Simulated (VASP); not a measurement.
OSZICAR of a VASP run on TiO2 (space group Pbcn):

### OSZICAR
```
       N       E                     dE             d eps       ncg     rms          rms(c)
DAV:   1     0.111801005853E+04    0.11180E+04   -0.30144E+04 16456   0.676E+02
DAV:   2     0.601228518543E+01   -0.11120E+04   -0.99516E+03 16416   0.233E+02
DAV:   3    -0.136060847755E+03   -0.14207E+03   -0.13401E+03 20525   0.852E+01
DAV:   4    -0.144962340627E+03   -0.89015E+01   -0.87201E+01 19240   0.179E+01
DAV:   5    -0.145144594643E+03   -0.18225E+00   -0.18216E+00 18672   0.272E+00    0.461E+01
DAV:   6    -0.114193828843E+03    0.30951E+02   -0.62289E+00 22245   0.341E+01    0.174E+01
DAV:   7    -0.112902347166E+03    0.12915E+01   -0.49350E+00 19616   0.107E+01    0.129E+01
DAV:   8    -0.114630680243E+03   -0.17283E+01   -0.68921E-01 19405   0.106E+01    0.152E+01
DAV:   9    -0.112302499615E+03    0.23282E+01   -0.49211E-01 18792   0.681E+00    0.248E+00
DAV:  10    -0.112278133736E+03    0.24366E-01   -0.12217E-01 21264   0.116E+00    0.884E-01
DAV:  11    -0.112283061130E+03   -0.49274E-02   -0.12476E-02 17592   0.358E-01    0.580E-01
DAV:  12    -0.112280965569E+03    0.20956E-02   -0.55549E-04 19136   0.191E-01    0.917E-02
DAV:  13    -0.112281013428E+03   -0.47859E-04   -0.15098E-04 19005   0.325E-02    0.350E-02
DAV:  14    -0.112281007015E+03    0.64125E-05   -0.96138E-06 18992   0.965E-03    0.143E-02
DAV:  15    -0.112281006683E+03    0.33289E-06   -0.18534E-06 18922   0.424E-03    0.186E-03
DAV:  16    -0.112281006666E+03    0.16753E-07   -0.21440E-07 18008   0.111E-03
   1 F= -.11228101E+03 E0= -.11228101E+03  d E =-.393474E-12
 imaginary and real dielectric function
```

Problem. Which electronic solver shows in the log?

Solution. It is blocked Davidson (ALGO = Normal, or the opening steps of other solvers). The INCAR had ALGO = Normal.

Problem. Can the final energy be trusted as converged?

Solution. Self-consistency was reached. It stopped with EDIFF = 1E-7, NELM = 100 (PBEsol GGA, plane waves, VASP's PBE PAW potentials (set 64)). The dielectric response may not be converged in the k-mesh; for small gaps it tends to come out too large.

The structure comes from a computed database's TiO2 entry (Pbcn); how it stands against other phases isn't given here. It was relaxed first.
